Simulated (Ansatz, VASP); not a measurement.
**Two plane-wave programs on Be3SbP**

```
Be Sb P
1.0
     4.21170    0.00000    0.00000
     0.00000    4.21170    0.00000
     0.00000    0.00000    4.21170
Be Sb P
3 1 1
Direct
  0.00000 0.50000 0.50000
  0.50000 0.00000 0.50000
  0.50000 0.50000 0.00000
  0.00000 0.00000 0.00000
  0.50000 0.50000 0.50000
```

Alike in both runs: functional PBEsol; k mesh 8 × 8 × 8; occupations fermi-dirac, width 0.15 eV; no spin polarisation.

Ansatz relaxed the structure, and its values are those at the end. VASP's run is a single point on that final structure, the one shown.

|  | VASP | Ansatz |
| --- | --- | --- |
| version | VASP 6.6.1 | Ansatz 0.2.0 |
| potentials or method | VASP PAW PBE potentials, release 64 (Be, Sb, P) | scalar-relativistic, plane waves, PAW |
| plane-wave cutoff (eV) | 520 | 420 |
| valence electrons in the cell | 16 | 26 |

```tsv
	VASP	Ansatz	Ansatz less VASP
gap on the k mesh at the Fermi level (eV)	none	none	-
pressure (GPa)	0.2	0.0	-0.17
```

A gap of «none» marks a metal or a gap that the smearing closes. The two sets of potentials don't hold the same shells in valence.

Caveats: the PAW data sets were made with another functional, which shifts forces and pressure a little (VASP). The runs have no spin-orbit coupling, so splittings on Sb are missing.
